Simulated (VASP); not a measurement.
Level of theory: PBE GGA with D4 dispersion, VASP's PBE PAW potentials (set 64) (plane waves; VASP 6.6.1).

VASP input:

INCAR:
```
IVDW  =  13
SIGMA  =  0.1
LCHARG  =  .FALSE.
SYSTEM  =  Lu
IBRION  =  2
ALGO  =  Normal   ! blocked Davidson
NSW  =  30
ENCUT  =  520   ! plane-wave cut-off (eV)
LWAVE  =  .FALSE.
ISIF  =  4   ! ions and shape, fixed volume
GGA  =  PE   ! PBE
LASPH  =  .TRUE.
EDIFFG  =  -0.01
LREAL  =  .FALSE.   ! projection in real space or not
LMAXMIX  =  6   ! l cut-off of mixed one-centre charges
NELM  =  100   ! most electronic steps
PREC  =  Accurate
EDIFF  =  1E-7
ISMEAR  =  1   ! Methfessel-Paxton
```

**KPOINTS**
```
Automatic mesh
0
Gamma
12 12 7
0 0 0
```

File POSCAR:
```
Lu
1
    1.7623896510    -3.0525485052     0.0000000000
    1.7623896510     3.0525485052     0.0000000000
    0.0000000000     0.0000000000     5.5036967956
Lu
2
Direct
  0.3333330000   0.6666670000   0.2500000000
  0.6666670000   0.3333330000   0.7500000000
```

POTCAR, in this order: Lu_3 (PBE.64 set). Program: vasp_std.

**Question.** What will the output report for the number of irreducible k-points (NKPTS), largest plane-wave count, number of space-group operations, FFT grid (NGX, NGY, NGZ)?

**Answer.** 
```yaml
number of irreducible k-points (NKPTS): 76
largest_plane_wave_count: 1628
number_of_space_group_operations: 24
FFT grid (NGX, NGY, NGZ): 28 × 28 × 42
```

The compound is Lu in the hcp structure. This cell is one point of a volume scan, at 1.03 of the reference volume. Symmetry was kept, so distortions that lower it aren't found.
